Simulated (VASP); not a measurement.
# Nb2SiO2 (I4/mmm) in VASP: band structure with PBE

Aim: the band structure of Nb2SiO2 with PBE.

Program: VASP 6.6.1. These are calculated values, not measurements. Logs are shortened: lines on timing, memory, paths and dates and some standing lists are left out, and cuts for length are marked.

## 1. The crystal as given

The structure is tetragonal, space group I4/mmm (No. 139). Conventional cell: a = 3.451 Å, b = 3.451 Å, c = 10.737 Å, α = 90.00°, β = 90.00°, γ = 90.00°. Nb (site symmetry 4mm) is surrounded by 4 O at 2.13 Å. Si (site symmetry 4/mmm) is surrounded by 8 Nb at 2.83 Å and 8 O at 3.19 Å. O (site symmetry -4m2) is surrounded by 4 Nb at 2.13 Å and 4 O at 2.44 Å.

The cell was built by a generator and needn't be a form met in nature.

## 2. Band structure, PBE

The input, INCAR:

```
SYSTEM = Nb2SiO2
PREC = Accurate ; ENCUT = 520
EDIFF = 1E-6 ; ISMEAR = 0
SIGMA = 0.1 ; LREAL = .False.
LASPH = .True. ; NELM = 80
ALGO = Fast ; ISIF = 2
LWAVE = .False. ; LCHARG = .False.
LMAXMIX = 4 ; GGA = PE
NBANDS = 29 ; KPAR = 2
```

The input, KPOINTS:

```
regular mesh
0
Gamma
  12 12 12
  0 0 0
```

The input, POSCAR:

```
Nb2SiO2
1.0
   -1.7254900000      1.7254900000      5.3683200000
    1.7254900000     -1.7254900000      5.3683200000
    1.7254900000      1.7254900000     -5.3683200000
Nb Si O
2 1 2
Direct
    0.3662700000      0.3662700000      0.0000000000
    0.6337300000      0.6337300000      0.0000000000
    0.0000000000      0.0000000000      0.0000000000
    0.7500000000      0.2500000000      0.5000000000
    0.2500000000      0.7500000000      0.5000000000
```

The input, KPOINTS_OPT:

```
path GXYSGZS1NPY1Z,XP
20
line-mode
reciprocal
 0.0000000000  0.0000000000  0.0000000000  G
-0.5000000000  0.5000000000  0.0000000000  X

-0.5000000000  0.5000000000  0.0000000000  X
-0.5000000000  0.5000000000 -0.0516556828  Y

-0.5000000000  0.5000000000 -0.0516556828  Y
-0.2758278414  0.2758278414 -0.2758278414  S

-0.2758278414  0.2758278414 -0.2758278414  S
 0.0000000000  0.0000000000  0.0000000000  G

 0.0000000000  0.0000000000  0.0000000000  G
 0.5000000000  0.5000000000 -0.5000000000  Z

 0.5000000000  0.5000000000 -0.5000000000  Z
 0.2758278414  0.7241721586 -0.7241721586  S1

 0.2758278414  0.7241721586 -0.7241721586  S1
 0.0000000000  0.5000000000 -0.5000000000  N

 0.0000000000  0.5000000000 -0.5000000000  N
-0.2500000000  0.7500000000 -0.2500000000  P

-0.2500000000  0.7500000000 -0.2500000000  P
 0.0516556828  0.9483443172 -0.5000000000  Y1

 0.0516556828  0.9483443172 -0.5000000000  Y1
 0.5000000000  0.5000000000 -0.5000000000  Z

-0.5000000000  0.5000000000  0.0000000000  X
-0.2500000000  0.7500000000 -0.2500000000  P
```

Potentials or basis: VASP PAW PBE potentials, release 64 (Nb_sv, Si, O).

Started as:

```console
$ cat potpaw_PBE.64/Nb_sv/POTCAR potpaw_PBE.64/Si/POTCAR potpaw_PBE.64/O/POTCAR > POTCAR
$ mpirun -np 2 vasp_std > vasp.out
```

OUTCAR:

```text
SYSTEM = Nb2SiO2
   PREC = Accurate
   ENCUT = 520
   EDIFF = 1E-6
   ISMEAR = 0
   LREAL = .False.
   LASPH = .True.
   NELM = 80
   ISIF = 2
   GGA = PE

 ion  position               nearest neighbor table
   1  0.366  0.366  0.000-   5 2.13   4 2.13   4 2.13   5 2.13   3 2.83   3 2.83   3 2.83   3 2.83
                             2 2.87
   2  0.634  0.634  0.000-   5 2.13   4 2.13   4 2.13   5 2.13   3 2.83   3 2.83   3 2.83   3 2.83
                             1 2.87
   3  0.000  0.000  0.000-   2 2.83   2 2.83   2 2.83   1 2.83   2 2.83   1 2.83   1 2.83   1 2.83

   4  0.750  0.250  0.500-   1 2.13   2 2.13   1 2.13   2 2.13
   5  0.250  0.750  0.500-   1 2.13   2 2.13   1 2.13   2 2.13

  LATTYP: Found a body centered tetragonal cell.
 ALAT       =     3.4509800000
 C/A-ratio  =     3.1111858081

  Lattice vectors:

 A1 = (  -1.7254900000,   1.7254900000,   5.3683200000)
 A2 = (   1.7254900000,  -1.7254900000,   5.3683200000)
 A3 = (   1.7254900000,   1.7254900000,  -5.3683200000)

Analysis of symmetry for initial positions (statically):
=====================================================================
 Subroutine PRICEL returns:
 Original cell was already a primitive cell.

 Routine SETGRP: Setting up the symmetry group for a
 body centered tetragonal supercell.

 Subroutine GETGRP returns: Found 16 space group operations
 (whereof 16 operations were pure point group operations)
 out of a pool of 16 trial point group operations.

The static configuration has the point symmetry D_4h.

Analysis of symmetry for dynamics (positions and initial velocities):
=====================================================================
 Subroutine PRICEL returns:
 Original cell was already a primitive cell.

 Routine SETGRP: Setting up the symmetry group for a
 body centered tetragonal supercell.

 Subroutine GETGRP returns: Found 16 space group operations
 (whereof 16 operations were pure point group operations)
 out of a pool of 16 trial point group operations.

The dynamic configuration has the point symmetry D_4h.

 Subroutine INISYM returns: Found 16 space group operations
 (whereof 16 operations are pure point group operations),
 and found     1 'primitive' translations

----------------------------------------------------------------------------------------

                                     Primitive cell

  volume of cell :      63.9327

  direct lattice vectors                    reciprocal lattice vectors
    -1.725490000  1.725490000  5.368320000     0.000000000  0.289772760  0.093139008
     1.725490000 -1.725490000  5.368320000     0.289772760  0.000000000  0.093139008
     1.725490000  1.725490000 -5.368320000     0.289772760  0.289772760  0.000000000

  length of vectors
     5.896905214  5.896905214  5.896905214     0.304373336  0.304373336  0.409800567

  position of ions in fractional coordinates (direct lattice)
     0.366270000  0.366270000  0.000000000
     0.633730000  0.633730000  0.000000000
     0.000000000  0.000000000  0.000000000
     0.750000000  0.250000000  0.500000000
     0.250000000  0.750000000  0.500000000

  ion indices of the primitive-cell ions
   primitive index   ion index
                 1           1
                 2           2
                 3           3
                 4           4
                 5           5

----------------------------------------------------------------------------------------

 KPOINTS: regular mesh

Automatic generation of k-mesh.
 Grid dimensions read from file:
 generate k-points for:   12   12   12

 Generating k-lattice:

  Cartesian coordinates                     Fractional coordinates (reciprocal lattice)
     0.000000000  0.024147730  0.007761584     0.083333333  0.000000000  0.000000000
     0.024147730  0.000000000  0.007761584     0.000000000  0.083333333  0.000000000
     0.024147730  0.024147730  0.000000000     0.000000000  0.000000000  0.083333333

  Length of vectors
     0.025364445  0.025364445  0.034150047

  Shift w.r.t. Gamma in fractional coordinates (k-lattice)
     0.000000000  0.000000000  0.000000000

 Subroutine IBZKPT returns following result:
 ===========================================

 Found    163 irreducible k-points:

 Following reciprocal coordinates:
            Coordinates               Weight
  0.000000  0.000000  0.000000      1.000000
  0.083333 -0.000000  0.000000      8.000000
  0.166667  0.000000  0.000000      8.000000
  0.250000  0.000000  0.000000      8.000000
  0.333333 -0.000000  0.000000      8.000000
  0.416667  0.000000  0.000000      8.000000
[... 16 lines left out ...]
  0.500000  0.166667  0.000000     16.000000
 -0.416667  0.166667  0.000000     16.000000
 [... further k-points ...]
   k-points           NKPTS =    163   k-points in BZ     NKDIM =    163   number of bands    NBANDS=     29
   number of dos      NEDOS =    301   number of ions     NIONS =      5
   total plane-waves  NPLWV = 110592
   dimension x,y,z NGX =    48 NGY =   48 NGZ =   48
   dimension x,y,z NGXF=    96 NGYF=   96 NGZF=   96
   ions per type =               2   1   2
   NGX,Y,Z   is equivalent  to a cutoff of  13.53, 13.53, 13.53 a.u.
   NGXF,Y,Z  is equivalent  to a cutoff of  27.06, 27.06, 27.06 a.u.
 SYSTEM =  Nb2SiO2
   PREC   = accura    normal or accurate (medium, high low for compatibility)
   ISTART =      0    job   : 0-new  1-cont  2-samecut
   ICHARG =      2    charge: 1-file 2-atom 10-const
   ISPIN  =      1    spin polarized calculation?
   LNONCOLLINEAR =      F non collinear calculations
   LSORBIT =      F    spin-orbit coupling
   LASPH  =      T    aspherical Exc in radial PAW
   ENCUT  =  520.0 eV  38.22 Ry    6.18 a.u.  10.96 10.96 10.96*2*pi/ulx,y,z
   NELM   =     80;   NELMIN=  2; NELMDL= -5     # of ELM steps
   EDIFF  = 0.1E-05   stopping-criterion for ELM
   LREAL  =      F    real-space projection
   EDIFFG = 0.1E-04   stopping-criterion for IOM
   NSW    =      0    number of steps for IOM
   IBRION =     -1    ionic relax: 0-MD 1-quasi-New 2-CG
   NFREE  =      0    steps in history (QN), initial steepest desc. (CG)
   ISIF   =      2    stress and relaxation
   ISYM   =      2    0-nonsym 1-usesym 2-fastsym
   POTIM  = 0.5000    time-step for ionic-motion
   TEBEG  =    0.0;   TEEND  =   0.0 temperature during run
   PSTRESS=    0.0 pullay stress
   NELECT =      42.0000    total number of electrons
   NUPDOWN=      -1.0000    fix difference up-down
   EMIN   =  10.00;   EMAX   =-10.00  energy-range for DOS
   EFERMI =   0.00;   METHOD = LEGACY
   ISMEAR =     0;   SIGMA  =   0.10  broadening in eV -4-tet -1-fermi 0-gaus
   EFERMI_NEDOS =   21; number of points for ismear=-14 and -15
   IALGO  =     68    algorithm
   IMIX   =      4    mixing-type and parameters
     AMIX     =   0.40;   BMIX     =  1.00
     AMIX_MAG =   1.60;   BMIX_MAG =  1.00
  volume/ion in A,a.u.               =      12.79        86.29
  Fermi-wavevector in a.u.,A,eV,Ry     =   1.423148  2.689360 27.556576  2.025351
  Thomas-Fermi vector in A             =   2.543777
   LORBIT       =      0    0 simple, 1 ext, 2 COOP (PROOUT), +10 PAW based schemes
   GGA     = PE    functional components
   LHFCALC =     F    Hartree Fock is set to
   AEXX    =    0.0000 exact exchange contribution
   IVDW    =     0    specifies the selected vdW correction
   LEPSILON=     F    determine dielectric tensor
   LRPA    =     F    only Hartree local field effects (RPA)
 non-spin polarized calculation
 RMM-DIIS sequential band-by-band and
 Gauss-broadening in eV      SIGMA  =   0.10
  energy-cutoff  :      520.00
  volume of cell :       63.93
 maximum number of plane-waves:      1752
 NGX is ok and might be reduce to    48
   NGX = 21   NGY = 21   NGZ = 21

 number of electron      41.9999999 magnetization

 Free energy of the ion-electron system (eV)
  ---------------------------------------------------
  ext. energy  EPLUGINS =         0.00000000
  ---------------------------------------------------
  free energy    TOTEN  =       -43.09672674 eV

  energy without entropy =      -43.09138871  energy(sigma->0) =      -43.09405773

 E-fermi :  10.4438     XC(G=0): -12.1092

 val. band max:       10.4219083849   @ k =  -0.0833   0.5000   0.0833
 cond. band min:      10.4484001260   @ k =   0.5000   0.5000   0.4167
 fundamental gap:      0.0264917412
 Fermi energy:        10.4437950426

 k-point     1 :       0.0000    0.0000    0.0000
  band No.  band energies     occupation
      1     -45.5426      2.00000
      2     -45.4689      2.00000
      3     -21.8325      2.00000
      4     -21.5958      2.00000
      5     -21.5958      2.00000
      6     -21.5696      2.00000
[... 21 lines left out ...]
     28      14.3928      0.00000
     29      15.1226      0.00000

 k-point     2 :       0.0833   -0.0000    0.0000
  band No.  band energies     occupation
      1     -45.5410      2.00000
      2     -45.4688      2.00000
      3     -21.8284      2.00000
      4     -21.6137      2.00000
      5     -21.5957      2.00000
      6     -21.5788      2.00000
[... 21 lines left out ...]
     28      14.4726      0.00000
     29      14.6639      0.00000

 k-point     3 :       0.1667    0.0000    0.0000
  band No.  band energies     occupation
      1     -45.5366      2.00000
      2     -45.4686      2.00000
      3     -21.8216      2.00000
      4     -21.6618      2.00000
      5     -21.5990      2.00000
      6     -21.5951      2.00000
[... 21 lines left out ...]
     28      14.5053      0.00000
     29      14.5497      0.00000

 k-point     4 :       0.2500    0.0000    0.0000
  band No.  band energies     occupation
      1     -45.5304      2.00000
      2     -45.4685      2.00000
      3     -21.8269      2.00000
      4     -21.7266      2.00000
      5     -21.6093      2.00000
      6     -21.5937      2.00000
[... 21 lines left out ...]
     28      14.5887      0.00000
     29      14.6647      0.00000

 k-point     5 :       0.3333   -0.0000    0.0000
  band No.  band energies     occupation
      1     -45.5238      2.00000
      2     -45.4687      2.00000
      3     -21.8497      2.00000
      4     -21.7917      2.00000
      5     -21.5969      2.00000
      6     -21.5919      2.00000
[... 21 lines left out ...]
     28      14.5546      0.00000
     29      14.7843      0.00000
[... 510 lines left out ...]
     28      14.3345      0.00000
     29      14.6189      0.00000

 k-point    22 :       0.4167    0.1667    0.0000
  band No.  band energies     occupation
      1     -45.5139      2.00000
      2     -45.4677      2.00000
      3     -21.8662      2.00000
      4     -21.8422      2.00000
      5     -21.6424      2.00000
      6     -21.5916      2.00000
[... 21 lines left out ...]
     28      14.1897      0.00000
     29      14.9008      0.00000

 k-point    23 :       0.5000    0.1667    0.0000
  band No.  band energies     occupation
      1     -45.5136      2.00000
      2     -45.4663      2.00000
      3     -21.8898      2.00000
      4     -21.8481      2.00000
      5     -21.6367      2.00000
      6     -21.5923      2.00000
[... 21 lines left out ...]
     28      14.1959      0.00000
     29      15.0088      0.00000

 k-point    24 :      -0.4167    0.1667    0.0000
  band No.  band energies     occupation
      1     -45.5166      2.00000
      2     -45.4650      2.00000
      3     -21.8873      2.00000
      4     -21.8257      2.00000
      5     -21.6321      2.00000
      6     -21.6041      2.00000
[... 21 lines left out ...]
     28      14.3757      0.00000
     29      14.9944      0.00000

 [... further k-points ...]

------------------------ aborting loop because EDIFF is reached ----------------------------------------

  FORCE on cell =-STRESS in cart. coord.  units (eV):
  Direction    XX          YY          ZZ          XY          YZ          ZX
  --------------------------------------------------------------------------------------
  -------------------------------------------------------------------------------------
  Total       -0.0330773     -0.0330773     -0.0463635      0.0000000     -0.0000000      0.0000000
  in kB       -0.8289302     -0.8289302     -1.1618865      0.0000000     -0.0000000      0.0000000
  external PRESSURE =      -0.9399156 kB  Pullay stress =       0.0000000 kB

 VOLUME and BASIS-vectors are now :
 -----------------------------------------------------------------------------
  energy-cutoff  :      520.00
  volume of cell :       63.93
      direct lattice vectors                 reciprocal lattice vectors
    -1.725490000  1.725490000  5.368320000     0.000000000  0.289772760  0.093139008
     1.725490000 -1.725490000  5.368320000     0.289772760  0.000000000  0.093139008
     1.725490000  1.725490000 -5.368320000     0.289772760  0.289772760  0.000000000

 POSITION                                       TOTAL-FORCE (eV/Angst)
 -----------------------------------------------------------------------------------
      0.00000      0.00000      3.93251         0.000000      0.000000     -0.001836
      0.00000      0.00000      6.80413        -0.000000     -0.000000      0.001836
      0.00000      0.00000      0.00000         0.000000      0.000000     -0.000000
     -0.00000      1.72549      2.68416         0.000000      0.000000     -0.000000
      1.72549     -0.00000      2.68416         0.000000      0.000000     -0.000000
 -----------------------------------------------------------------------------------
    total drift:                               -0.000000      0.000000     -0.000000

  FREE ENERGIE OF THE ION-ELECTRON SYSTEM (eV)
  ---------------------------------------------------
  free  energy   TOTEN  =       -43.0967267378 eV

  energy  without entropy=      -43.0913887126  energy(sigma->0) =      -43.09405773
```

Run time: 36 min. Hardware: 2 MPI ranks of AMD EPYC 7R13 (Zen 3), shared host; peak memory 0.61 GiB.

Results:

```yaml
Free_energy: -43.0967 eV
Pressure: -0.1 GPa
Band_gap_along_the_path: none (metal or under the smearing width)
```

Levels at the corners of the path, in eV from the Fermi level:
```tsv
point	band 17	band 18	band 19	band 20	band 21	band 22	band 23	band 24	band 25	band 26
Γ	-4.07	-1.52	-0.26	-0.02	-0.02	0.20	0.43	1.20	1.77	3.49
X	-4.27	-3.46	-3.44	-2.04	-0.65	1.20	1.28	2.49	2.59	3.17
X	-4.27	-3.46	-3.44	-2.04	-0.65	1.20	1.28	2.49	2.59	3.17
Y	-3.95	-3.45	-3.40	-1.98	-0.71	1.12	1.26	2.56	2.59	2.97
Y	-3.95	-3.45	-3.40	-1.98	-0.71	1.12	1.26	2.56	2.59	2.97
S	-4.87	-3.34	-1.39	-1.34	-0.11	0.21	1.12	1.74	1.87	2.06
S	-4.87	-3.34	-1.39	-1.34	-0.11	0.21	1.12	1.74	1.87	2.06
Γ	-4.07	-1.52	-0.26	-0.02	-0.02	0.20	0.43	1.20	1.77	3.49
Γ	-4.07	-1.52	-0.26	-0.02	-0.02	0.20	0.43	1.20	1.77	3.49
Z	-3.74	-3.08	-0.97	-0.67	-0.37	-0.37	0.58	0.75	2.82	3.24
Z	-3.74	-3.08	-0.97	-0.67	-0.37	-0.37	0.58	0.75	2.82	3.24
S1	-4.87	-3.34	-1.39	-1.34	-0.11	0.21	1.12	1.74	1.87	2.06
S1	-4.87	-3.34	-1.39	-1.34	-0.11	0.21	1.12	1.74	1.87	2.06
N	-5.05	-3.30	-1.39	-1.14	-0.16	-0.11	0.99	1.83	1.86	2.32
N	-5.05	-3.30	-1.39	-1.14	-0.16	-0.11	0.99	1.83	1.86	2.32
P	-4.29	-3.46	-3.44	-2.20	-0.54	1.24	1.24	2.43	2.75	3.17
P	-4.29	-3.46	-3.44	-2.20	-0.54	1.24	1.24	2.43	2.75	3.17
Y1	-3.95	-3.45	-3.40	-1.98	-0.71	1.12	1.26	2.56	2.59	2.97
Y1	-3.95	-3.45	-3.40	-1.98	-0.71	1.12	1.26	2.56	2.59	2.97
Z	-3.74	-3.08	-0.97	-0.67	-0.37	-0.37	0.58	0.75	2.82	3.24
X	-4.27	-3.46	-3.44	-2.04	-0.65	1.20	1.28	2.49	2.59	3.17
P	-4.29	-3.46	-3.44	-2.20	-0.54	1.24	1.24	2.43	2.75	3.17
```
